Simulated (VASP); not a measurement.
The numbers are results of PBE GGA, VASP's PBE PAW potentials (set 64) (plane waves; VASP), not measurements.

VASP ran on this input.

**INCAR**
```
ALGO=Fast
EDIFF=1E-5
EDIFFG=-0.03
ENCUT=400
GGA=PE
IBRION=2
ISIF=2
ISMEAR=0
ISYM=0
LASPH=.TRUE.
LCHARG=.FALSE.
LREAL=Auto
LWAVE=.TRUE.
NELECT=252.0
NELM=100
NELMIN=4
NSW=70
PREC=Normal
SIGMA=0.05
SYSTEM=C62N
```

POSCAR:
```
C62N
1
    7.1465551589    -0.0000000000    -0.0000000000
   -0.0000000000     7.1465551589     0.0000000000
    0.0000000000     0.0000000000     7.1465551589
C N
62 1
Direct
  0.5000000000   0.0000000000   0.0000000000
  0.6281320000   0.1317000000   0.1255400000
  0.7500160000   0.2440010000  -0.0032460000
  0.8749980000   0.3775120000   0.1292580000
  0.7483310000  -0.0060840000   0.2470300000
  0.8807410000   0.1209820000   0.3743290000
  0.0000000000   0.0000000000   0.0000000000
  0.1250000000   0.1250000000   0.1250000000
  0.2500000000   0.2500000000   0.0000000000
  0.3785100000   0.3773690000   0.1245480000
  0.4958630000   0.4998710000  -0.0017890000
  0.6246830000   0.6231200000   0.1297370000
  0.7500000000   0.7500000000   0.0000000000
  0.8750000000   0.8750000000   0.1250000000
  0.2500000000   0.0000000000   0.2500000000
  0.3780740000   0.1237800000   0.3806970000
  0.4955210000   0.2533800000   0.2489120000
  0.7489690000   0.5018840000   0.2503210000
  0.8738070000   0.6180110000   0.3692850000
  0.5029350000   0.0003410000   0.5027500000
  0.6313840000   0.1275640000   0.6187360000
  0.7473210000   0.2512980000   0.4962870000
  0.8815180000   0.3812380000   0.6298840000
  0.7500000000   0.0000000000   0.7500000000
  0.8750000000   0.1250000000   0.8750000000
  0.0000000000   0.5000000000   0.0000000000
  0.1250000000   0.6250000000   0.1250000000
  0.2500000000   0.7500000000   0.0000000000
  0.3750000000   0.8750000000   0.1250000000
  0.0000000000   0.2500000000   0.2500000000
  0.1250000000   0.3750000000   0.3750000000
  0.2552660000   0.4968680000   0.2496600000
  0.3791600000   0.6280450000   0.3700540000
  0.5022250000   0.7439620000   0.2479970000
  0.6250000000   0.8750000000   0.3750000000
  0.0000000000   0.0000000000   0.5000000000
  0.1250000000   0.1250000000   0.6250000000
  0.2437690000   0.2505810000   0.5015110000
  0.3796040000   0.3811930000   0.6197880000
  0.6211320000   0.6260490000   0.6203680000
  0.7539560000   0.7550040000   0.4934630000
  0.8750000000   0.8750000000   0.6250000000
  0.2500000000   0.0000000000   0.7500000000
  0.3750000000   0.1250000000   0.8750000000
  0.5030730000   0.2548410000   0.7453500000
  0.6250000000   0.3750000000   0.8750000000
  0.7453000000   0.4934890000   0.7469380000
  0.8750000000   0.6250000000   0.8750000000
  0.0000000000   0.7500000000   0.2500000000
  0.1250000000   0.8750000000   0.3750000000
  0.0000000000   0.5000000000   0.5000000000
  0.1250000000   0.6250000000   0.6250000000
  0.2500000000   0.7500000000   0.5000000000
  0.3750000000   0.8750000000   0.6250000000
  0.0000000000   0.2500000000   0.7500000000
  0.1250000000   0.3750000000   0.8750000000
  0.2500000000   0.5000000000   0.7500000000
  0.3750000000   0.6250000000   0.8750000000
  0.5000000000   0.7500000000   0.7500000000
  0.6250000000   0.8750000000   0.8750000000
  0.0000000000   0.7500000000   0.7500000000
  0.1250000000   0.8750000000   0.8750000000
  0.4962210000   0.5022310000   0.4948480000
```

File KPOINTS:
```
kpoints
0
Gamma
  1 1 1
```

POTCAR, in this order: C N (PBE.64 set). Program: vasp_gam.

The run wrote:

OSZICAR:
```
...
RMM:   7    -0.572062517223E+03   -0.71534E-04   -0.24815E-03   325   0.117E-01    0.646E-02
RMM:   8    -0.572062559657E+03   -0.42434E-04   -0.52218E-04   336   0.547E-02    0.227E-02
RMM:   9    -0.572062562743E+03   -0.30861E-05   -0.10078E-04   302   0.244E-02    0.990E-03
RMM:  10    -0.572062563702E+03   -0.95911E-06   -0.24034E-05   208   0.122E-02
   3 F= -.57206256E+03 E0= -.57206256E+03  d E =-.184365E+01
       N       E                     dE             d eps       ncg     rms          rms(c)
DAV:   1    -0.572238695397E+03   -0.17613E+00   -0.11874E+02   340   0.292E+01    0.228E+00
RMM:   2    -0.572354233886E+03   -0.11554E+00   -0.17329E+00   316   0.375E+00    0.127E+00
RMM:   3    -0.572358248814E+03   -0.40149E-02   -0.27314E-01   319   0.138E+00    0.555E-01
RMM:   4    -0.572361506484E+03   -0.32577E-02   -0.56173E-02   330   0.568E-01    0.229E-01
RMM:   5    -0.572361954018E+03   -0.44753E-03   -0.91277E-03   332   0.227E-01    0.123E-01
RMM:   6    -0.572362121434E+03   -0.16742E-03   -0.20552E-03   323   0.107E-01    0.401E-02
RMM:   7    -0.572362135338E+03   -0.13905E-04   -0.41613E-04   324   0.489E-02    0.239E-02
RMM:   8    -0.572362144175E+03   -0.88369E-05   -0.12926E-04   313   0.249E-02    0.100E-02
RMM:   9    -0.572362144514E+03   -0.33857E-06   -0.23948E-05   204   0.116E-02
   4 F= -.57236214E+03 E0= -.57236214E+03  d E =-.299581E+00
       N       E                     dE             d eps       ncg     rms          rms(c)
DAV:   1    -0.572410381265E+03   -0.48237E-01   -0.97651E+00   352   0.844E+00    0.641E-01
RMM:   2    -0.572419815816E+03   -0.94346E-02   -0.14680E-01   316   0.107E+00    0.368E-01
RMM:   3    -0.572420482823E+03   -0.66701E-03   -0.24968E-02   320   0.407E-01    0.206E-01
RMM:   4    -0.572420723734E+03   -0.24091E-03   -0.50206E-03   335   0.164E-01    0.103E-01
RMM:   5    -0.572420759573E+03   -0.35838E-04   -0.72049E-04   323   0.664E-02    0.433E-02
RMM:   6    -0.572420774124E+03   -0.14551E-04   -0.17705E-04   318   0.325E-02    0.136E-02
RMM:   7    -0.572420775771E+03   -0.16475E-05   -0.46029E-05   239   0.154E-02
   5 F= -.57242078E+03 E0= -.57242078E+03  d E =-.358212E+00
       N       E                     dE             d eps       ncg     rms          rms(c)
DAV:   1    -0.572434822944E+03   -0.14049E-01   -0.37490E+01   352   0.166E+01    0.117E+00
RMM:   2    -0.572470862633E+03   -0.36040E-01   -0.52900E-01   316   0.204E+00    0.688E-01
RMM:   3    -0.572473971993E+03   -0.31094E-02   -0.90623E-02   320   0.784E-01    0.304E-01
RMM:   4    -0.572475078765E+03   -0.11068E-02   -0.17022E-02   331   0.316E-01    0.133E-01
RMM:   5    -0.572475239713E+03   -0.16095E-03   -0.26317E-03   330   0.126E-01    0.612E-02
RMM:   6    -0.572475291432E+03   -0.51718E-04   -0.55935E-04   324   0.578E-02    0.224E-02
RMM:   7    -0.572475298516E+03   -0.70840E-05   -0.13149E-04   308   0.269E-02    0.947E-03
RMM:   8    -0.572475300792E+03   -0.22766E-05   -0.29730E-05   217   0.131E-02
   6 F= -.57247530E+03 E0= -.57247530E+03  d E =-.545250E-01
       N       E                     dE             d eps       ncg     rms          rms(c)
DAV:   1    -0.572502069814E+03   -0.26771E-01   -0.53964E+00   352   0.631E+00    0.465E-01
RMM:   2    -0.572507227872E+03   -0.51581E-02   -0.77576E-02   316   0.778E-01    0.261E-01
RMM:   3    -0.572507759370E+03   -0.53150E-03   -0.13221E-02   320   0.299E-01    0.144E-01
RMM:   4    -0.572507866295E+03   -0.10693E-03   -0.24046E-03   331   0.119E-01    0.656E-02
RMM:   5    -0.572507892390E+03   -0.26094E-04   -0.38041E-04   325   0.484E-02    0.254E-02
RMM:   6    -0.572507898308E+03   -0.59186E-05   -0.89911E-05   298   0.227E-02
   7 F= -.57250790E+03 E0= -.57250790E+03  d E =-.871225E-01
       N       E                     dE             d eps       ncg     rms          rms(c)
DAV:   1    -0.572517001696E+03   -0.91093E-02   -0.67041E+00   336   0.727E+00    0.497E-01
RMM:   2    -0.572523426682E+03   -0.64250E-02   -0.95582E-02   316   0.891E-01    0.289E-01
RMM:   3    -0.572523880395E+03   -0.45371E-03   -0.15176E-02   319   0.333E-01    0.121E-01
RMM:   4    -0.572524097397E+03   -0.21700E-03   -0.30753E-03   331   0.131E-01    0.552E-02
RMM:   5    -0.572524122426E+03   -0.25028E-04   -0.45134E-04   326   0.536E-02    0.213E-02
RMM:   6    -0.572524132030E+03   -0.96043E-05   -0.10789E-04   308   0.243E-02    0.110E-02
RMM:   7    -0.572524132675E+03   -0.64514E-06   -0.27046E-05   213   0.122E-02
   8 F= -.57252413E+03 E0= -.57252413E+03  d E =-.162344E-01
       N       E                     dE             d eps       ncg     rms          rms(c)
DAV:   1    -0.572527609146E+03   -0.34771E-02   -0.65433E-01   352   0.227E+00    0.158E-01
RMM:   2    -0.572528231673E+03   -0.62253E-03   -0.93484E-03   316   0.278E-01    0.906E-02
RMM:   3    -0.572528278330E+03   -0.46657E-04   -0.14729E-03   319   0.104E-01    0.409E-02
RMM:   4    -0.572528297488E+03   -0.19159E-04   -0.29821E-04   330   0.407E-02    0.181E-02
RMM:   5    -0.572528299978E+03   -0.24893E-05   -0.42617E-05   243   0.166E-02
   9 F= -.57252830E+03 E0= -.57252830E+03  d E =-.204017E-01
       N       E                     dE             d eps       ncg     rms          rms(c)
DAV:   1    -0.572529485048E+03   -0.11876E-02   -0.78649E-01   352   0.253E+00    0.166E-01
RMM:   2    -0.572530419694E+03   -0.93465E-03   -0.12919E-02   316   0.329E-01    0.101E-01
RMM:   3    -0.572530463992E+03   -0.44297E-04   -0.19544E-03   320   0.120E-01    0.448E-02
RMM:   4    -0.572530483584E+03   -0.19592E-04   -0.35035E-04   322   0.470E-02    0.180E-02
RMM:   5    -0.572530488890E+03   -0.53062E-05   -0.70002E-05   268   0.199E-02
  10 F= -.57253049E+03 E0= -.57253049E+03  d E =-.218891E-02
       N       E                     dE             d eps       ncg     rms          rms(c)
DAV:   1    -0.572531023112E+03   -0.53953E-03   -0.82631E-02   352   0.822E-01    0.538E-02
RMM:   2    -0.572531116850E+03   -0.93738E-04   -0.13223E-03   316   0.105E-01    0.328E-02
RMM:   3    -0.572531119483E+03   -0.26337E-05   -0.19418E-04   320   0.379E-02    0.145E-02
RMM:   4    -0.572531121043E+03   -0.15601E-05   -0.34574E-05   221   0.148E-02
  11 F= -.57253112E+03 E0= -.57253112E+03  d E =-.282107E-02
       N       E                     dE             d eps       ncg     rms          rms(c)
DAV:   1    -0.572531568095E+03   -0.44861E-03   -0.11637E-01   352   0.985E-01    0.640E-02
RMM:   2    -0.572531685465E+03   -0.11737E-03   -0.16987E-03   316   0.118E-01    0.386E-02
RMM:   3    -0.572531694007E+03   -0.85422E-05   -0.29097E-04   320   0.442E-02    0.186E-02
RMM:   4    -0.572531696728E+03   -0.27212E-05   -0.58353E-05   261   0.187E-02
  12 F= -.57253170E+03 E0= -.57253170E+03  d E =-.575685E-03
       N       E                     dE             d eps       ncg     rms          rms(c)
DAV:   1    -0.572531705190E+03   -0.11183E-04   -0.20183E-03   360   0.130E-01    0.781E-03
RMM:   2    -0.572531706521E+03   -0.13315E-05   -0.25346E-05   200   0.142E-02    0.429E-03
RMM:   3    -0.572531706449E+03    0.72130E-07   -0.36483E-06   176   0.517E-03    0.172E-03
RMM:   4    -0.572531706446E+03    0.29631E-08   -0.59040E-07   114   0.217E-03
  13 F= -.57253171E+03 E0= -.57253171E+03  d E =-.585403E-03
       N       E                     dE             d eps       ncg     rms          rms(c)
DAV:   1    -0.572531831256E+03   -0.12481E-03   -0.30848E-02   344   0.506E-01    0.336E-02
RMM:   2    -0.572531859913E+03   -0.28657E-04   -0.42621E-04   316   0.588E-02    0.199E-02
RMM:   3    -0.572531862922E+03   -0.30092E-05   -0.79833E-05   287   0.225E-02    0.946E-03
RMM:   4    -0.572531863689E+03   -0.76702E-06   -0.13639E-05   192   0.917E-03
  14 F= -.57253186E+03 E0= -.57253186E+03  d E =-.157243E-03
```

OUTCAR:
```
------------------------ aborting loop because EDIFF is reached ----------------------------------------
  FORCE on cell =-STRESS in cart. coord.  units (eV):
  Direction    XX          YY          ZZ          XY          YZ          ZX
  --------------------------------------------------------------------------------------
  Total      -19.6942032    -19.7545098    -19.7414164     -5.8303567      5.8464556     -5.8096200
  in kB      -86.4487559    -86.7134749    -86.6560005    -25.5926619     25.6633288    -25.5016370
  external PRESSURE =     -86.6060771 kB  Pullay stress =       0.0000000 kB
  volume of cell :      365.00
      direct lattice vectors                 reciprocal lattice vectors
     7.146555159  0.000000000  0.000000000     0.139927556  0.000000000  0.000000000
     0.000000000  7.146555159  0.000000000     0.000000000  0.139927556  0.000000000
     0.000000000  0.000000000  7.146555159     0.000000000  0.000000000  0.139927556
 POSITION                                       TOTAL-FORCE (eV/Angst)
 -----------------------------------------------------------------------------------
      3.57482      7.13366      7.12839         0.001854     -0.000788     -0.000743
      4.47129      0.89891      0.89383         0.005973     -0.002750     -0.003045
      5.36169      1.78792      7.13721         0.001432      0.001655     -0.004345
      6.25081      2.67801      0.89411        -0.001400     -0.001944     -0.003679
      5.36165      7.14226      1.78266         0.000430     -0.007883      0.005285
      6.25089      0.89887      2.67290         0.002449      0.005409      0.002961
      0.00620      7.14347      7.13840        -0.002968      0.000092      0.006082
      0.89739      0.89371      0.88866        -0.001780      0.001801      0.002195
      1.78839      1.77551      7.13494         0.000008      0.001836      0.004561
      2.70957      2.68817      0.91591         0.009202     -0.015365      0.003109
      3.58025      3.56948      7.14611         0.000845      0.004913      0.003216
      4.46201      4.43962      0.91633        -0.005488      0.001181     -0.000811
      5.37418      5.36106      7.13522         0.001522      0.003636      0.000553
      6.25582      6.25217      0.88880        -0.002034      0.007924     -0.002546
      1.78815      7.14007      1.77042         0.002191      0.006730     -0.003335
      2.70964      0.92129      2.68260         0.005285     -0.003369      0.004241
      3.52141      1.69764      1.69262        -0.002296      0.019453      0.002973
      5.45157      3.62725      1.69358        -0.000598      0.006885      0.000483
      6.22876      4.43995      2.68304        -0.006177     -0.004803     -0.003612
      3.58028      0.00503      3.56447         0.001150     -0.002004     -0.004050
      4.46231      0.92157      4.43447        -0.005537     -0.001671      0.001652
      5.45215      1.69848      3.62253        -0.006624     -0.004000     -0.002475
      6.22893      2.68796      4.43497        -0.001439     -0.000256     -0.003801
      5.37436      7.14035      5.35643        -0.001624      0.001846     -0.005463
      6.25599      0.89366      6.24747        -0.004001      0.006524      0.004931
      0.01576      3.57475      7.12860         0.005840      0.002991     -0.002092
      0.90210      4.46446      0.89474         0.000123     -0.002852     -0.001926
      1.79233      5.35733      7.14576         0.002810     -0.000815      0.001217
      2.68528      6.24736      0.89477        -0.001251      0.000630     -0.002903
      0.00778      1.78788      1.78285        -0.002441      0.004597     -0.000559
      0.89601      2.68178      2.67651         0.004293     -0.002062      0.002606
      1.80313      3.56759      1.80427         0.000477      0.004709      0.005045
      2.67715      4.47278      2.72139         0.001809     -0.007333      0.010838
      3.58218      5.34649      1.80450         0.006623     -0.002889     -0.002110
      4.46825      6.25361      2.67644        -0.010331      0.008852      0.004662
      0.01618      7.13392      3.56964        -0.006327     -0.002674      0.002315
      0.90263      0.90019      4.45919        -0.000404      0.002281     -0.000597
      1.80347      1.80988      3.56216        -0.003987      0.002386      0.000575
      2.67747      2.72733      4.46689         0.000053     -0.007740      0.003400
      4.42280      4.47244      4.46687        -0.004680     -0.004027      0.004868
      5.34007      5.34650      3.56232         0.002536     -0.000693     -0.002848
      6.24988      6.24753      4.45923         0.001111     -0.000596      0.006058
      1.79231      0.00461      5.35222         0.007638     -0.001494     -0.005560
      2.68565      0.90011      6.24177        -0.002595      0.003571      0.000844
      3.58266      1.80996      5.34081        -0.003995     -0.001631      0.003879
      4.46834      2.68161      6.24852        -0.006633      0.001226      0.000904
      5.34007      3.56740      5.34093         0.001894      0.004718      0.005609
      6.24974      4.46430      6.24207        -0.002223     -0.001367     -0.001441
      0.00928      5.36127      1.77040         0.001117      0.001647      0.003482
      0.89287      6.25672      2.68000         0.002672      0.001332     -0.004163
      7.14540      3.56978      3.56476        -0.007441      0.002594     -0.004769
      0.88455      4.47100      4.46570        -0.002866     -0.011195     -0.006320
      1.77812      5.37212      3.57635         0.001384     -0.006218     -0.003217
      2.67927      6.26595      4.46554         0.001275     -0.000575     -0.004483
      0.00963      1.77555      5.35666        -0.004070     -0.001269     -0.008332
      0.89295      2.68517      6.25177         0.002418     -0.009575     -0.002868
      1.77803      3.58147      5.36654         0.006392      0.004361      0.000816
      2.67917      4.47058      6.26034         0.004836     -0.003634     -0.000935
      3.56826      5.37178      5.36650         0.004709     -0.002783     -0.004216
      4.46476      6.25660      6.25159         0.001737      0.000292      0.003679
      7.14544      5.35754      5.35235        -0.001779     -0.002817     -0.007966
      0.89529      6.25447      6.24930         0.001274      0.002207      0.003896
      3.49387      3.65583      3.65000         0.007629      0.000795     -0.001728
 -----------------------------------------------------------------------------------
    total drift:                                0.013352     -0.047678     -0.001202
  FREE ENERGIE OF THE ION-ELECTRON SYSTEM (eV)
  ---------------------------------------------------
  free  energy   TOTEN  =      -572.5318636889 eV

  energy  without entropy=     -572.5318636889  energy(sigma->0) =     -572.53186369

 reached required accuracy - stopping structural energy minimisation
```
(Selected blocks of OUTCAR.)

CONTCAR:
```
C62N
   1.00000000000000
     7.1465551589000000    0.0000000000000000    0.0000000000000000
     0.0000000000000000    7.1465551589000000    0.0000000000000000
     0.0000000000000000    0.0000000000000000    7.1465551589000000
  C               N
    62     1
Direct
     0.5002151352238808    0.9981962203640413    0.9974585744205424
     0.6256566238444936    0.1257829519474617    0.1250708719342979
     0.7502476655364032    0.2501789980301092    0.9986926076418282
     0.8746608741342448    0.3747277377782723    0.1251108487124684
     0.7502423582644130    0.9993992678638125    0.2494431332340949
     0.8746724128066240    0.1257773225955763    0.3740123029131369
     0.0008675400091121    0.9995688342645204    0.9988591260221436
     0.1255690441609383    0.1250548585609979    0.1243476080569151
     0.2502455020245654    0.2484430575295557    0.9983742802748572
     0.3791430699639802    0.3761488612414088    0.1281603577473749
     0.5009751712351260    0.4994679753085949    0.9999377424669145
     0.6243574721973653    0.6212251266098592    0.1282201928638318
     0.7519952849828994    0.7501601220625657    0.9984139483475948
     0.8753615402960208    0.8748512630149201    0.1243670982385321
     0.2502117992096280    0.9990931047212236    0.2477299165578760
     0.3791536858567713    0.1289142203955413    0.3753693938018842
     0.4927418017005817    0.2375467654749868    0.2368447279528935
     0.7628242285215883    0.5075522904113312    0.2369781847708816
     0.8715750705855958    0.6212707627920436    0.3754313687263330
     0.5009795257044712    0.0007034924853313    0.4987673845394944
     0.6244000339714403    0.1289532649398497    0.6205046950634473
     0.7629059103970022    0.2376642969345257    0.5068916388518829
     0.8715992510886044    0.3761191375587936    0.6205740844195270
     0.7520215740640293    0.9991315976956743    0.7495118878764497
     0.8753860296559135    0.1250479586685998    0.8741928731788763
     0.0022058645477865    0.5002057509242843    0.9974880590106362
     0.1262285520929450    0.6247006226275349    0.1251981828898684
     0.2507961000657157    0.7496385963001447    0.9998880530926164
     0.3757444630503237    0.8741778809599215    0.1252030063572342
     0.0010888601638377    0.2501735220815778    0.2494697125383835
     0.1253758248322473    0.3752549585887448    0.3745169855118703
     0.2523076729594767    0.4992035998394877    0.2524668658704377
     0.3746076032273138    0.6258654482227280    0.3807970360662882
     0.5012451690326103    0.7481209350757401    0.2524993929563232
     0.6252319355078206    0.8750527725333971    0.3745071490686785
     0.0022642916326266    0.9982326096671956    0.4994906971007299
     0.1263025185712400    0.1259617366723307    0.6239639711950902
     0.2523548481950089    0.2532521817175961    0.4984444778036540
     0.3746512435305456    0.3816291319403937    0.6250404581131197
     0.6188715437648061    0.6258180707560658    0.6250378966450175
     0.7472223448260470    0.7481222623869478    0.4984662461232198
     0.8745310882407689    0.8742012465694622    0.6239689082021860
     0.2507935743405559    0.0006446263464242    0.7489236988379657
     0.3757960849476952    0.1259500500033404    0.8733962095154495
     0.5013128553367804    0.2532635667338363    0.7473271130210144
     0.6252435436093515    0.3752317394332146    0.8743395297725783
     0.7472233248339561    0.4991772950705164    0.7473434537476286
     0.8745112010840144    0.6246783670833507    0.8734375989434843
     0.0012988827901173    0.7501896857835726    0.2477273115682992
     0.1249377333425354    0.8754871046701064    0.3750056222803128
     0.9998387322222347    0.4995107689830525    0.4988088185569146
     0.1237735488134753    0.6256154200190864    0.6248743992938307
     0.2488083346233611    0.7517079650383687    0.5004297873234815
     0.3749037607525522    0.8767790314276166    0.6248519194572486
     0.0013477165474466    0.2484480907914285    0.7495443486126228
     0.1249485239140674    0.3757291407906628    0.8747954802705350
     0.2487948483831015    0.5011468222763590    0.7509268730441925
     0.3748894707018938    0.6255568677659031    0.8759944734680104
     0.4992980331771492    0.7516606851197537    0.7509215487693497
     0.6247426481773656    0.8754707408247842    0.8747695024661080
     0.9998442875077616    0.7496674800390745    0.7489409226087292
     0.1252753673337398    0.8751723043133056    0.8744497255474485
     0.4888879978840288    0.5115514313730908    0.5107357157353534
```

At this cut-off the stress carries a Pulay error, which pulls relaxed volumes low. The cell is charged, with a uniform compensating background. The supercell is sampled at Γ alone, which is coarse: total energies, pressure and levels can be off, energies of defects by several tenths of an eV.

The cell is a supercell with a defect, built from C (diamond): N_C-vac_C, charge +1. The run is not spin-polarised, so no state with unpaired spins was tried.
